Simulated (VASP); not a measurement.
Given:

```yaml
crystal:
  lattice:
    - [0.00000, 2.42048, 2.42048]
    - [2.42048, 0.00000, 2.42048]
    - [2.42048, 2.42048, 0.00000]
  atoms:
    - { symbol: Sr, position: [0.00000, 0.00000, 0.00000] }
    - { symbol: O, position: [0.50000, 0.50000, 0.50000] }
```

These are PBE GGA, VASP's PBE PAW potentials (set 64) (plane waves; VASP) values and carry that method's errors. Numerical set-up: 620 eV cut-off, 9×9×9 Γ-centred mesh, Gaussian smearing of 0.050 eV, potentials Sr_sv O.

**Question.** What does the run give for the energy per atom (σ→0), pressure?

**Answer.** 
```yaml
energy per atom (σ→0): -555.9 kJ/mol-atom
pressure: 30.00 GPa
```

Only differences to runs with the same potentials and settings are physical.

The compound is SrO in the rock salt structure. It was relaxed first under an external pressure of 30 GPa.
